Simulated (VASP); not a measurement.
Method: PBE GGA, VASP's PBE PAW potentials (set 64) (plane waves; VASP 6.6.1).

A VASP calculation is set up with these files.

KPOINTS:
```
Automatic mesh
0
Gamma
8 8 8
0 0 0
```

**POSCAR**
```
FeO
1.0
  4.3300000000   2.1650000000   2.1650000000
  2.1650000000   4.3300000000   2.1650000000
  2.1650000000   2.1650000000   4.3300000000
Fe O
2 2
Cart
  0.0000000000   0.0000000000   0.0000000000
  4.3300000000   4.3300000000   4.3300000000
  2.1650000000   2.1650000000   2.1650000000
  6.4950000000   6.4950000000   6.4950000000
```

### INCAR
```
LREAL=.FALSE.   # projection in real space or not
ENCUT=520   # plane-wave cut-off (eV)
EDIFF=1E-6   # SCF stop (eV)
LORBIT=10
ISPIN=2
ISIF=2
LMAXMIX=4   # l cut-off of mixed one-centre charges
LWAVE=.FALSE.
MAGMOM=4.0 -4.0 2*0.0
GGA=PE   # PBE
SYSTEM=FeO
LCHARG=.FALSE.
LASPH=.TRUE.   # aspherical one-centre terms
ALGO=Normal
NELM=100   # most electronic steps
ISMEAR=-1   # Fermi-Dirac
SIGMA=0.2
PREC=Accurate
```

POTCAR, in this order: Fe O (PBE.64 set). Program: vasp_std.

What VASP printed:

**OSZICAR**
```
       N       E                     dE             d eps       ncg     rms          rms(c)
DAV:   1     0.254485413990E+03    0.25449E+03   -0.13981E+04  4712   0.187E+03
DAV:   2     0.747074751815E+01   -0.24701E+03   -0.23931E+03  4714   0.401E+02
DAV:   3    -0.335125723433E+02   -0.40983E+02   -0.39183E+02  7038   0.168E+02
DAV:   4    -0.355729874304E+02   -0.20604E+01   -0.19674E+01  6394   0.354E+01
DAV:   5    -0.356275387516E+02   -0.54551E-01   -0.52421E-01  6680   0.517E+00    0.214E+01
DAV:   6    -0.317781225416E+02    0.38494E+01   -0.76263E+01  7382   0.112E+02    0.265E+01
DAV:   7    -0.299965994673E+02    0.17815E+01   -0.12298E+01  7732   0.785E+01    0.122E+01
DAV:   8    -0.301152449109E+02   -0.11865E+00   -0.16334E+00  5056   0.107E+01    0.761E+00
DAV:   9    -0.300664746800E+02    0.48770E-01   -0.22032E-01  8108   0.898E+00    0.146E+00
DAV:  10    -0.300745053692E+02   -0.80307E-02   -0.57155E-02  6336   0.514E+00    0.392E-01
DAV:  11    -0.300736665531E+02    0.83882E-03   -0.17524E-02  7188   0.184E+00    0.101E-01
DAV:  12    -0.300737968264E+02   -0.13027E-03   -0.10190E-03  5270   0.318E-01    0.572E-02
DAV:  13    -0.300738023177E+02   -0.54913E-05   -0.77236E-05  6358   0.123E-01    0.344E-02
DAV:  14    -0.300738019218E+02    0.39595E-06   -0.43194E-05  7548   0.962E-02    0.141E-02
DAV:  15    -0.300738041494E+02   -0.22276E-05   -0.16949E-05  6498   0.509E-02    0.131E-02
DAV:  16    -0.300738046031E+02   -0.45371E-06   -0.16847E-06  2516   0.180E-02
   1 F= -.30073805E+02 E0= -.29815652E+02  d E =-.516305E+00  mag=     0.0000
```

OUTCAR:
```
------------------------ aborting loop because EDIFF is reached ----------------------------------------
  FORCE on cell =-STRESS in cart. coord.  units (eV):
  Direction    XX          YY          ZZ          XY          YZ          ZX
  --------------------------------------------------------------------------------------
  Total       -0.7528030     -0.7528030     -0.7528030      0.5999646      0.5999646      0.5999646
  in kB      -29.7138021    -29.7138021    -29.7138021     23.6811363     23.6811363     23.6811363
  external PRESSURE =     -29.7138021 kB  Pullay stress =       0.0000000 kB
  volume of cell :       40.59
      direct lattice vectors                 reciprocal lattice vectors
     4.330000000  2.165000000  2.165000000     0.346420323 -0.115473441 -0.115473441
     2.165000000  4.330000000  2.165000000    -0.115473441  0.346420323 -0.115473441
     2.165000000  2.165000000  4.330000000    -0.115473441 -0.115473441  0.346420323
 POSITION                                       TOTAL-FORCE (eV/Angst)
 -----------------------------------------------------------------------------------
      0.00000      0.00000      0.00000        -0.000000     -0.000000      0.000000
      4.33000      4.33000      4.33000        -0.000000      0.000000      0.000000
      2.16500      2.16500      2.16500         0.000000     -0.000000     -0.000000
      6.49500      6.49500      6.49500         0.000000      0.000000     -0.000000
 -----------------------------------------------------------------------------------
    total drift:                                0.000000     -0.000000     -0.000000
  FREE ENERGIE OF THE ION-ELECTRON SYSTEM (eV)
  ---------------------------------------------------
  free  energy   TOTEN  =       -30.0738046031 eV

  energy  without entropy=      -29.5574999450  energy(sigma->0) =      -29.81565227

 total charge

# of ion       s       p       d       tot
------------------------------------------
    1        0.280   0.344   6.117   6.740
    2        0.280   0.344   6.117   6.740
    3        1.561   3.416   0.000   4.977
    4        1.561   3.416   0.000   4.977
--------------------------------------------------
tot          3.682   7.518  12.233  23.433

 magnetization (x)

# of ion       s       p       d       tot
------------------------------------------
    1        0.005   0.004   3.415   3.424
    2       -0.005  -0.004  -3.415  -3.424
    3        0.000   0.000   0.000   0.000
    4        0.000   0.000   0.000   0.000
--------------------------------------------------
tot          0.000   0.000   0.000   0.000
```
(Selected blocks of OUTCAR.)

### OUTCAR
```
 val. band max:        6.0652680593   @ k =  -0.3750   0.5000   0.3750

 cond. band min:       6.0779301057   @ k =   0.2500   0.1250   0.0000


 Fermi energy:         6.0675132936

 spin component 1

 k-point     1 :       0.0000    0.0000    0.0000
  band No.  band energies     occupation
      1     -14.3888      1.00000
      2     -13.2573      1.00000
      3      -2.2472      1.00000
      4       0.0873      1.00000
      5       0.0874      1.00000
      6       2.4706      1.00000
      7       2.4706      1.00000
      8       2.4717      1.00000
      9       2.8342      1.00000
     10       2.8342      1.00000
     11       2.9860      1.00000
     12       3.9388      0.99998
     13       3.9389      0.99998
     14       6.0224      0.55616
     15       6.0226      0.55595
     16       6.2374      0.29953
     17       6.4581      0.12423
     18       7.9787      0.00007

 k-point     2 :       0.1250   -0.0000   -0.0000
  band No.  band energies     occupation
      1     -14.2547      1.00000
      2     -13.2440      1.00000
      3      -1.9955      1.00000
      4      -0.0034      1.00000
      5       0.1371      1.00000
      6       1.2704      1.00000
      7       1.9705      1.00000
      8       1.9971      1.00000
      9       2.8769      1.00000
     10       3.1773      1.00000
     11       3.2136      1.00000
     12       4.0494      0.99996
     13       4.3211      0.99984
     14       5.9546      0.63754
     15       6.1200      0.43478
     16       6.2590      0.27741
     17       7.2814      0.00231
     18       7.7844      0.00019

 k-point     3 :       0.2500   -0.0000   -0.0000
  band No.  band energies     occupation
      1     -13.9130      1.00000
      2     -13.2086      1.00000
      3      -1.3813      1.00000
      4      -0.3112      1.00000
      5      -0.1880      1.00000
      6       0.2388      1.00000
      7       1.2349      1.00000
...
```

The compound is FeO in the rock salt, AFM-II order structure. The cell was not relaxed at this level. The k-mesh is coarse (spacing up to 0.30 per Å, 2π included), so the numbers may not be converged in it. The run is one of a series of settings (ISMEAR = -1, SIGMA = 0.2 against the base run), some of them coarse on purpose.
